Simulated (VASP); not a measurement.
CoTe2 (space group P-3m1): computed properties

Level of theory: PBEsol GGA, VASP's PBE PAW potentials (set 64) (plane waves; VASP 6.6.1).

| Item | Result |
|---|---|
| space group | P-3m1 (164) |
| cell | a = b = 3.731 Å, c = 5.332 Å, α = β = 90.00°, γ = 120.00° |
| volume per atom | 21.42 Å³/atom |
| band gap (over mesh and band path) | none (metal, semimetal or under 0.01 eV) |
| band gap with spin-orbit coupling | none (metallic) |
| density | 8.12 g/cm³ |

```
CELL_PARAMETERS angstrom
      3.73057     0.00000     0.00000
     -1.86528     3.23077     0.00000
      0.00000     0.00000     5.33237
ATOMIC_POSITIONS crystal
  Co 0.00000 0.00000 0.00000
  Te 0.66667 0.33333 0.75538
  Te 0.33333 0.66667 0.24462
```

Without a dispersion term in the relaxation, distances and binding between the weakly bound layers, chains or molecules are unreliable, and so is what depends on them. Unless said otherwise, spin-orbit coupling is left out, though it shifts the bands of the heavy elements here.

The structure comes from a computed database's CoTe2 entry (P-3m1); how it stands against other phases isn't given here. It was relaxed first, which changed the volume by -7 %. Symmetry was kept, so distortions that lower it aren't found. The run is not spin-polarised, so no magnetic state was tried. The electron count is odd and the run is not spin-polarised, which forces a metal.
